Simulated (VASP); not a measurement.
Output of a VASP run:

File OSZICAR:
```
...
DAV:   5    -0.212502760950E+03   -0.51480E-02   -0.51473E-02  1927   0.119E+00    0.105E+01
DAV:   6    -0.206347952296E+03    0.61548E+01   -0.63804E+00  1804   0.257E+01    0.112E+01
DAV:   7    -0.205312373625E+03    0.10356E+01   -0.44050E-01  1773   0.425E+00    0.886E+00
DAV:   8    -0.204517415570E+03    0.79496E+00   -0.12973E-01  1668   0.255E+00    0.304E+00
DAV:   9    -0.200369063106E+03    0.41484E+01   -0.69545E-01  1612   0.503E+00    0.116E+00
DAV:  10    -0.200131559548E+03    0.23750E+00   -0.12185E-01  1612   0.225E+00    0.119E+00
DAV:  11    -0.199783800977E+03    0.34776E+00   -0.30582E-02  1850   0.127E+00    0.857E-01
DAV:  12    -0.198926416453E+03    0.85738E+00   -0.37129E-01  1612   0.405E+00    0.385E-01
DAV:  13    -0.198832636551E+03    0.93780E-01   -0.13835E-02  1843   0.837E-01    0.368E-01
DAV:  14    -0.198919619900E+03   -0.86983E-01   -0.50481E-03  1626   0.540E-01    0.354E-01
DAV:  15    -0.198791397627E+03    0.12822E+00   -0.36759E-02  1612   0.152E+00    0.337E-01
DAV:  16    -0.198837640561E+03   -0.46243E-01   -0.39626E-02  1612   0.148E+00    0.416E-01
DAV:  17    -0.198801580828E+03    0.36060E-01   -0.18689E-02  1612   0.120E+00    0.437E-01
DAV:  18    -0.198796135783E+03    0.54450E-02   -0.50105E-04  1899   0.165E-01    0.449E-01
DAV:  19    -0.198817806885E+03   -0.21671E-01   -0.22598E-02  1612   0.128E+00    0.526E-01
DAV:  20    -0.198804178736E+03    0.13628E-01   -0.66264E-02  1612   0.199E+00    0.562E-01
DAV:  21    -0.198944055560E+03   -0.13988E+00   -0.56311E-02  1612   0.174E+00    0.594E-01
DAV:  22    -0.199039530895E+03   -0.95475E-01   -0.29078E-02  1612   0.140E+00    0.749E-01
DAV:  23    -0.199043624690E+03   -0.40938E-02   -0.21154E-03  1612   0.365E-01    0.794E-01
DAV:  24    -0.199042983490E+03    0.64120E-03   -0.44274E-04  1815   0.119E-01    0.886E-01
DAV:  25    -0.199041216282E+03    0.17672E-02   -0.78098E-04  1626   0.144E-01    0.105E+00
DAV:  26    -0.199044106661E+03   -0.28904E-02   -0.99022E-04  1619   0.178E-01    0.753E-01
DAV:  27    -0.199044699154E+03   -0.59249E-03   -0.23301E-04  1654   0.102E-01    0.606E-01
DAV:  28    -0.199044273798E+03    0.42536E-03   -0.40189E-04  1626   0.133E-01    0.219E-01
DAV:  29    -0.199049247359E+03   -0.49736E-02   -0.95516E-04  1612   0.246E-01    0.110E-01
DAV:  30    -0.199049780669E+03   -0.53331E-03   -0.25023E-04  1626   0.100E-01    0.206E-01
DAV:  31    -0.199051015509E+03   -0.12348E-02   -0.46962E-04  1619   0.148E-01    0.163E-01
DAV:  32    -0.199051266649E+03   -0.25114E-03   -0.22393E-04  1626   0.106E-01    0.834E-02
DAV:  33    -0.199051313077E+03   -0.46428E-04   -0.73516E-05  1626   0.637E-02    0.381E-02
DAV:  34    -0.199051332579E+03   -0.19502E-04   -0.20679E-05  1675   0.363E-02    0.200E-02
DAV:  35    -0.199051384919E+03   -0.52340E-04   -0.15514E-05  1654   0.339E-02    0.131E-02
DAV:  36    -0.199051378814E+03    0.61042E-05   -0.36108E-06  1780   0.124E-02    0.872E-03
DAV:  37    -0.199051390485E+03   -0.11671E-04   -0.42397E-06  1640   0.165E-02    0.670E-03
DAV:  38    -0.199051389892E+03    0.59349E-06   -0.41489E-07  1672   0.475E-03    0.730E-03
DAV:  39    -0.199051392018E+03   -0.21263E-05   -0.70671E-07  1633   0.662E-03    0.468E-03
DAV:  40    -0.199051392065E+03   -0.46906E-07   -0.46948E-07  1478   0.404E-03
   1 F= -.19905139E+03 E0= -.19905139E+03  d E =0.000000E+00
       N       E                     dE             ncg
       N       E                     dE             ncg
       N       E                     dE             ncg
```

### OUTCAR
```
------------------------ aborting loop because EDIFF is reached ----------------------------------------
  FORCE on cell =-STRESS in cart. coord.  units (eV):
  Direction    XX          YY          ZZ          XY          YZ          ZX
  --------------------------------------------------------------------------------------
  Total        0.0124641     -0.0121390      0.0556181      0.0000000      0.0000000      0.0000000
  in kB        0.0773293     -0.0753122      0.3450636      0.0000000      0.0000000      0.0000000
  external PRESSURE =       0.1156936 kB  Pullay stress =       0.0000000 kB
  volume of cell :      258.24
      direct lattice vectors                 reciprocal lattice vectors
     2.477977779 -3.722503733  0.000000000     0.201777435 -0.134318200  0.000000000
     2.477977779  3.722503733  0.000000000     0.201777435  0.134318200  0.000000000
     0.000000000  0.000000000 13.997977986     0.000000000  0.000000000  0.071438889
 POSITION                                       TOTAL-FORCE (eV/Angst)
 -----------------------------------------------------------------------------------
      2.47798     -1.15617      0.01491         0.000000     -0.002224     -0.008498
      2.47798      1.15617      7.01390         0.000000      0.002224     -0.008498
      2.47798     -0.77291      8.83390         0.000000      0.012099     -0.002986
      2.47798      0.77291      1.83491         0.000000     -0.012099     -0.002986
      2.47798      3.09107      5.19522         0.000000     -0.010386      0.011483
      2.47798     -3.09107     12.19421         0.000000      0.010386      0.011483
 -----------------------------------------------------------------------------------
    total drift:                               -0.000000     -0.000000      0.000360
  FREE ENERGIE OF THE ION-ELECTRON SYSTEM (eV)
  ---------------------------------------------------
  free  energy   TOTEN  =      -199.0513920650 eV

  energy  without entropy=     -199.0513920650  energy(sigma->0) =     -199.05139206

 total charge

# of ion       s       p       d       tot
------------------------------------------
    1        0.745   0.286   9.381  10.412
    2        0.745   0.286   9.381  10.412
    3        1.517   2.777   0.017   4.311
    4        1.517   2.777   0.017   4.311
    5        1.516   2.780   0.017   4.313
    6        1.516   2.780   0.017   4.313
--------------------------------------------------
tot          7.556  11.686  18.831  38.072

 Electric field gradients after diagonalization (V/A^2)
 (convention: |V_zz| > |V_xx| > |V_yy|)
----------------------------------------------------------------------
 ion       V_xx      V_yy      V_zz     asymmetry (V_yy - V_xx)/ V_zz
----------------------------------------------------------------------
   1     309.609   305.762  -615.371       0.006
   2     309.609   305.762  -615.371       0.006
   3    -350.340  -348.833   699.174       0.002
   4    -350.340  -348.833   699.174       0.002
   5    -356.740  -325.361   682.101       0.046
   6    -356.740  -325.361   682.101       0.046
```
(Selected blocks of OUTCAR.)

### POSCAR
```
HgI2
1
    2.4779777789    -3.7225037332     0.0000000000
    2.4779777789     3.7225037332     0.0000000000
    0.0000000000     0.0000000000    13.9979779856
Hg I
2 4
Direct
  0.6552943656   0.3447056344   0.0010653865
  0.3447056344   0.6552943656   0.5010653865
  0.6038155431   0.3961844569   0.6310841293
  0.3961844569   0.6038155431   0.1310841293
  0.0848125076   0.9151874924   0.3711404844
  0.9151874924   0.0848125076   0.8711404844
```

### Question
Reconstruct the remaining input files.

### Answer
One answer among several that fit: the input of the run itself, r2SCAN meta-GGA, plane waves, VASP's PBE PAW potentials (set 64).

### INCAR
```
ALGO = Normal
EDIFF = 1E-7
ENCUT = 400
ISIF = 2
ISMEAR = -5
LASPH = .TRUE.
LCHARG = .FALSE.
LEFG = .TRUE.
LMAXMIX = 6
LMIXTAU = .TRUE.
LORBIT = 11
LREAL = .FALSE.
LWAVE = .FALSE.
METAGGA = R2SCAN
NEDOS = 601
NELM = 100
PREC = Accurate
SYSTEM = HgI2
```

File KPOINTS_OPT:
```
k-points along high-symmetry lines
5
Line-mode
Reciprocal
  0.000000   0.000000   0.000000 ! GAMMA
  0.500000  -0.500000   0.000000 ! Y

  0.500000  -0.500000   0.000000 ! Y
  0.639024  -0.360976   0.000000 ! C_0

  0.360976   0.360976   0.000000 ! SIGMA_0
  0.000000   0.000000   0.000000 ! GAMMA

  0.000000   0.000000   0.000000 ! GAMMA
  0.000000   0.000000  -0.500000 ! Z

  0.000000   0.000000  -0.500000 ! Z
  0.360976   0.360976  -0.500000 ! A_0

  0.639024  -0.360976  -0.500000 ! E_0
  0.500000  -0.500000  -0.500000 ! T

  0.500000  -0.500000  -0.500000 ! T
  0.500000  -0.500000   0.000000 ! Y

  0.000000   0.000000   0.000000 ! GAMMA
  0.500000   0.000000   0.000000 ! S

  0.500000   0.000000   0.000000 ! S
  0.500000   0.000000  -0.500000 ! R

  0.500000   0.000000  -0.500000 ! R
  0.000000   0.000000  -0.500000 ! Z

  0.000000   0.000000  -0.500000 ! Z
  0.500000  -0.500000  -0.500000 ! T
```

**KPOINTS**
```
Regular mesh
0
Gamma
  6 6 2
0 0 0
```

POTCAR, in this order: Hg I (PBE.64 set). Program: vasp_std.

The structure comes from a computed database's HgI2 entry (Cmc2_1); how it stands against other phases isn't given here. It was relaxed first.
